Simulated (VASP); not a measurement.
Consider the following.

```xyz
8
Lattice="-2.8311 2.8311 5.6499 2.8311 -2.8311 5.6499 2.8311 2.8311 -5.6499" Properties=species:S:1:pos:R:3 pbc="T T T"
Cu     0.0000     0.0000     0.0000
Cu     0.0000     2.8311     2.8250
Zn     2.8311     0.0000     2.8250
Sn     0.0000     0.0000     5.6499
Se     1.4759     1.5307     4.1728
Se     1.3552     1.3004    -1.4771
Se     1.5307    -1.4759     7.1271
Se     1.3004     4.3070     1.4771
```

Method: PBEsol GGA, VASP's PBE PAW potentials (set 64) (plane waves; VASP 6.6.1). Settings: 400 eV cut-off, Gaussian smearing of 0.050 eV, potentials Cu Zn Sn_d Se.

Unless said otherwise, spin-orbit coupling is left out, though it shifts the bands of the heavy elements here.

Problem. Give the energies of bands 27 to 40 at the high-symmetry points, in eV from the valence-band maximum.

Solution. 
```json
[
 {"band": "27", "Γ": "-2.44", "X": "-2.19", "P": "-2.22", "N": "-2.19", "M": "-2.53", "S": "-2.23", "R": "-2.20"},
 {"band": "28", "Γ": "-2.29", "X": "-2.15", "P": "-2.20", "N": "-2.15", "M": "-2.21", "S": "-2.17", "R": "-2.15"},
 {"band": "29", "Γ": "-2.15", "X": "-2.04", "P": "-1.97", "N": "-2.08", "M": "-2.19", "S": "-2.08", "R": "-2.06"},
 {"band": "30", "Γ": "-1.91", "X": "-1.91", "P": "-1.86", "N": "-1.95", "M": "-2.10", "S": "-1.92", "R": "-1.97"},
 {"band": "31", "Γ": "-1.85", "X": "-1.47", "P": "-1.55", "N": "-1.83", "M": "-1.53", "S": "-1.86", "R": "-1.60"},
 {"band": "32", "Γ": "-1.85", "X": "-1.35", "P": "-1.49", "N": "-1.55", "M": "-1.44", "S": "-1.72", "R": "-1.43"},
 {"band": "33", "Γ": "-1.69", "X": "-0.94", "P": "-0.87", "N": "-1.33", "M": "-1.24", "S": "-1.54", "R": "-0.96"},
 {"band": "34", "Γ": "-0.25", "X": "-0.82", "P": "-0.87", "N": "-1.30", "M": "-1.24", "S": "-1.25", "R": "-0.89"},
 {"band": "35", "Γ": "-0.01", "X": "-0.61", "P": "-0.71", "N": "-1.21", "M": "-1.00", "S": "-0.78", "R": "-0.79"},
 {"band": "36", "Γ": "-0.01", "X": "-0.43", "P": "-0.71", "N": "-0.62", "M": "-1.00", "S": "-0.67", "R": "-0.66"},
 {"band": "37", "Γ": "0.02", "X": "0.14", "P": "0.50", "N": "1.37", "M": "0.84", "S": "1.17", "R": "0.45"},
 {"band": "38", "Γ": "1.58", "X": "1.80", "P": "2.39", "N": "2.70", "M": "1.63", "S": "2.07", "R": "2.04"},
 {"band": "39", "Γ": "2.23", "X": "2.58", "P": "2.49", "N": "2.91", "M": "1.63", "S": "2.71", "R": "3.05"},
 {"band": "40", "Γ": "3.36", "X": "3.63", "P": "3.07", "N": "3.81", "M": "1.89", "S": "3.49", "R": "3.46"}
]
```

The gap is indirect, 0.02 eV, from the valence maximum at N-Γ at 0.89 to the conduction minimum at Γ.

The structure was generated: ZnCu2SnSe4 was put into the kesterite type (I-4), a phase also known from measurement. It was relaxed first.
